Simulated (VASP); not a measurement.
The system is AgB2.

```
CELL_PARAMETERS angstrom
3.00000 0.00000 0.00000
-1.50000 2.59808 0.00000
0.00000 0.00000 3.24000
ATOMIC_POSITIONS crystal
Ag 0.00000 0.00000 0.00000
B 0.66667 0.33333 0.50000
B 0.33333 0.66667 0.50000
```

```yaml
Program: VASP 6.6.1
Task: relaxation of cell and atoms
Functional: SCAN
Potentials_or_basis: VASP PAW PBE potentials, release 64 (Ag, B)
Cutoff: 600 eV
k_mesh: 10 × 10 × 8
Occupations: fermi-dirac, width 0.05 eV
Spin: no spin polarisation
```

At the start: pressure 50.5 GPa; volume 8.42 Å³/atom.

**Question.** How do energy, volume and symmetry change on relaxing?

**Answer.** Over 11 steps the energy falls by 397.5 meV/atom and the volume is 10.50 Å³/atom (+24.7 %); space group P6/mmm (No. 191, to 0.05 Å).

Step by step:
```
step  energy change (eV)  largest force (eV/Å)  pressure (GPa)  volume (Å³)
   1              0.0000                0.0000           50.50        25.25
   2             -0.5603                0.0000          -20.59        36.17
   3             -0.8613                0.0000           -3.87        31.24
   4             -1.1019                0.0000           -0.91        31.09
   5             -1.1766                0.0000            5.15        30.72
   6             -1.1847                0.0000            3.38        30.83
   7             -1.1847                0.0000            3.70        30.81
   8             -1.1897                0.0000           -1.82        31.96
   9             -1.1925                0.0000            0.01        31.51
  10             -1.1925                0.0000            0.27        31.49
  11             -1.1926                0.0000            0.12        31.50
```

Final structure:
```yaml
crystal:
  lattice:
    - [3.00025, 0.00000, 0.00000]
    - [-1.50013, 2.59829, 0.00000]
    - [0.00000, 0.00000, 4.04043]
  atoms:
    - { symbol: Ag, position: [0.00000, 0.00000, 0.00000] }
    - { symbol: B, position: [0.66667, 0.33333, 0.50000] }
    - { symbol: B, position: [0.33333, 0.66667, 0.50000] }
```

Caveat: the volume moved by over 15 % at a fixed basis, so the end points are rough; the PAW data sets were made with another functional, which shifts forces and pressure a little.
